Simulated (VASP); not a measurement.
Input:

```xyz
2
Lattice="1.3655 -2.3651 0.0000 1.3655 2.3651 0.0000 0.0000 0.0000 4.3062" Properties=species:S:1:pos:R:3 pbc="T T T"
Os     1.3655     0.7884     1.0766
Os     1.2905    -0.7884     3.2297
```

These are PBEsol GGA, VASP's PBE PAW potentials (set 64) (plane waves; VASP) values and carry that method's errors. Run with 480 eV cut-off, 14×14×8 Γ-centred mesh, first-order Methfessel-Paxton smearing of 0.10 eV, potentials Os.

Unless said otherwise, spin-orbit coupling is left out, though it shifts the bands of the heavy elements here.

Task: Predict the energy per atom (σ→0), largest force, band gap (on the k-mesh) with the smallest direct gap where there is one.

Result: 
```yaml
band gap (on the k-mesh): none (metal, semimetal or under 0.01 eV)
energy per atom (σ→0): -12.228 eV/atom
largest_force: 0.651 eV/Å
```

The compound is Os in the hcp structure. This cell was strained or had an atom moved on purpose.
